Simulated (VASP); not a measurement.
OSZICAR of a VASP run on NiSi$_{2}$ (fluorite):

OSZICAR:
```
       N       E                     dE             d eps       ncg     rms          rms(c)
DAV:   1     0.566481941494E+02    0.56648E+02   -0.81942E+03  1230   0.146E+03
DAV:   2    -0.304469196289E+02   -0.87095E+02   -0.81488E+02  1267   0.254E+02
DAV:   3    -0.344180733025E+02   -0.39712E+01   -0.38832E+01  1548   0.620E+01
DAV:   4    -0.344961457482E+02   -0.78072E-01   -0.77905E-01  1440   0.814E+00
DAV:   5    -0.344985948060E+02   -0.24491E-02   -0.24485E-02  1602   0.150E+00    0.158E+01
DAV:   6    -0.366572687679E+02   -0.21587E+01   -0.52020E+01  1313   0.181E+02    0.248E+01
DAV:   7    -0.305959669049E+02    0.60613E+01   -0.13566E+01  1462   0.109E+02    0.483E+00
DAV:   8    -0.304867705895E+02    0.10920E+00   -0.22947E+00  1768   0.293E+01    0.330E+00
DAV:   9    -0.304438014773E+02    0.42969E-01   -0.20295E-01  1684   0.882E+00    0.634E-01
DAV:  10    -0.304663265152E+02   -0.22525E-01   -0.37426E-02  1587   0.384E+00    0.473E-01
DAV:  11    -0.304564607367E+02    0.98658E-02   -0.38326E-02  1508   0.491E+00    0.591E-01
DAV:  12    -0.304650462458E+02   -0.85855E-02   -0.21420E-02  1371   0.358E+00    0.703E-02
DAV:  13    -0.304652244762E+02   -0.17823E-03   -0.69745E-04  1427   0.472E-01    0.231E-02
DAV:  14    -0.304652179986E+02    0.64776E-05   -0.12672E-05  1667   0.315E-02    0.210E-02
DAV:  15    -0.304652434696E+02   -0.25471E-04   -0.20285E-05  1545   0.101E-01    0.134E-02
DAV:  16    -0.304652047867E+02    0.38683E-04   -0.10890E-05  1357   0.472E-02    0.370E-03
DAV:  17    -0.304652077476E+02   -0.29609E-05   -0.30692E-07  1499   0.498E-03    0.323E-03
DAV:  18    -0.304652083591E+02   -0.61149E-06   -0.16356E-08   851   0.281E-03    0.297E-03
DAV:  19    -0.304652125296E+02   -0.41705E-05   -0.17348E-07  1055   0.941E-03    0.601E-04
DAV:  20    -0.304652105482E+02    0.19814E-05   -0.27751E-08   761   0.360E-03    0.659E-04
DAV:  21    -0.304652114674E+02   -0.91915E-06   -0.50742E-09   741   0.865E-04    0.633E-04
DAV:  22    -0.304652112632E+02    0.20417E-06   -0.17472E-09   711   0.556E-04    0.668E-04
DAV:  23    -0.304652117599E+02   -0.49665E-06   -0.85788E-09   681   0.227E-03    0.188E-04
DAV:  24    -0.304652112667E+02    0.49316E-06   -0.16033E-09   686   0.673E-04    0.384E-05
DAV:  25    -0.304652114341E+02   -0.16742E-06   -0.57372E-10   671   0.428E-04    0.427E-05
DAV:  26    -0.304652113129E+02    0.12123E-06   -0.24625E-10   676   0.309E-04    0.238E-05
DAV:  27    -0.304652113473E+02   -0.34409E-07   -0.82692E-11   666   0.142E-04
   1 F= -.30465211E+02 E0= -.30464888E+02  d E =-.969281E-03
```

Question: Which electronic solver shows in the log?

Answer: It is blocked Davidson (ALGO = Normal, or the opening steps of other solvers). The INCAR had ALGO = Normal.

Question: How was spin treated?

Answer: Without spin polarisation: there is no mag entry.

Question: Can the final energy be trusted as converged?

Answer: Self-consistency was reached. It stopped with EDIFF = 1E-7, NELM = 100 (r2SCAN meta-GGA, plane waves, VASP's PBE PAW potentials (set 64)).

The compound is NiSi2 in the fluorite structure. This cell is one point of a volume scan, at 1.06 of the reference volume. The run is not spin-polarised, so no magnetic state was tried.
